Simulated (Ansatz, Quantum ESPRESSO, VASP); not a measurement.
# One structure in several programs: Tc2N (P6_3/mmc, 6 atoms in the cell)

Self-consistent single point.

```xyz
6
Lattice="2.8247 0.0000 0.0000 -1.4123 2.4463 0.0000 0.0000 0.0000 9.6808" Properties=species:S:1:pos:R:3 pbc="T T T"
Tc     0.0000     1.6308     3.7992
Tc     1.4124     0.8154     5.8816
Tc     1.4124     0.8154     8.6396
Tc     0.0000     1.6308     1.0412
N      0.0000     1.6308     7.2606
N      1.4124     0.8154     2.4202
```

Shared settings, as Ansatz (a quantum-chemistry and plane-wave program) writes them: kpoints.mp_grid.grid = 11 11 3; scf.occupations.method = gaussian; scf.occupations.width = 0.1 eV. Potentials and cutoffs stand in the table.

```tsv
code	model	pressure (GPa)	largest force (eV/Å)	cutoff
Quantum ESPRESSO	PBEsol, GBRV 1.5 ultrasoft (PBESOL) pseudopotentials	-6.82	0.246	40 Ry
VASP	PBEsol, VASP's PBE PAW potentials (set 64)	-10.14	0.231	400 eV
Ansatz	PBEsol, PAW files	-6.37	0.252	default
```

On Ansatz's run: spin polarisation is off.

The spread over the programs that give each value: pressure within 3.77 GPa; largest force within 0.021 eV/Å.

Ansatz's pressure is given at a fixed set of plane waves, as the other plane-wave codes print theirs. In the pressure, VASP (by 3.32) lies more than 1 GPa from the median of the plane-wave programs.

VASP's run is marked for a possible Pulay error in its stress at this cutoff; no cutoff test was made.

The starting cell comes from a database of computed structures (which also holds hypothetical and non-ambient phases and stackings), without a prior relaxation at this level.

Left out of this page: ABINIT, Elk, FLEUR and SIESTA (not drawn, or without a comparable value).

Keys are those of Ansatz 0.2.
